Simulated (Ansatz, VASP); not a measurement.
# TlW: VASP beside Ansatz

The input INCAR:

```
SYSTEM = TlW
  ALGO = Normal
  EDIFF = 1E-7
  ENCUT = 520
  GGA = PE
  ISIF = 2
  ISMEAR = 0
  LASPH = .True.
  LCHARG = .False.
  LREAL = .False.
  LWAVE = .False.
  NBANDS = 20
  NELM = 80
  PREC = Accurate
  SIGMA = 0.1
```

KPOINTS

```
k-points
0
Gamma
  6 6 6
  0 0 0
```

The input POSCAR:

```
TlW
1.0
    3.5911769037      0.0000000000      0.0000000000
    0.0000000000      3.5911769037      0.0000000000
    0.0000000000      0.0000000000      3.5911769037
Tl W
1 1
Direct
    0.0000000000      0.0000000000      0.0000000000
    0.5000000000      0.5000000000      0.5000000000
```

Input for Ansatz:

```yaml
crystal:
  lattice:
    - [3.5911769037, 0.0, 0.0]
    - [0.0, 3.5911769037, 0.0]
    - [0.0, 0.0, 3.5911769037]
  atoms:
    - { symbol: Tl, position: [0.0, 0.0, 0.0] }
    - { symbol: W, position: [0.5, 0.5, 0.5] }
basis:
  ecutwfc: 420
kpoints:
  mp_grid: { grid: [6, 6, 6] }
hamiltonian:
  xc: pbe
scf:
  occupations: { method: gaussian, width: 0.1 }
  lower_state_search: "off"
output:
  forces: true
  stress: true
  eigenvalues: true
```

Alike in both runs: task single point; functional PBE; k mesh 6 × 6 × 6; occupations gaussian, width 0.1 eV; no spin polarisation.

|  | VASP | Ansatz |
| --- | --- | --- |
| version | VASP 6.6.1 | Ansatz 0.2.0 |
| potentials or method | VASP PAW PBE potentials, release 64 (Tl_d, W_sv) | scalar-relativistic, plane waves, PAW |
| plane-wave cutoff (eV) | 520 | 420 |
| valence electrons in the cell | 27 | 27 |

|  | VASP | Ansatz | Ansatz less VASP |
| --- | --- | --- | --- |
| gap on the k mesh at the Fermi level (eV) | none | none | - |
| pressure (GPa) | -18.3 | -18.3 | 0.00 |

A gap of «none» marks a metal or a gap that the smearing closes.

Caveats: so large a pressure means that the cell lies far from this level's equilibrium, or that cutoff or potentials fall short (VASP). The runs have no spin-orbit coupling, so splittings on Tl, W are missing.
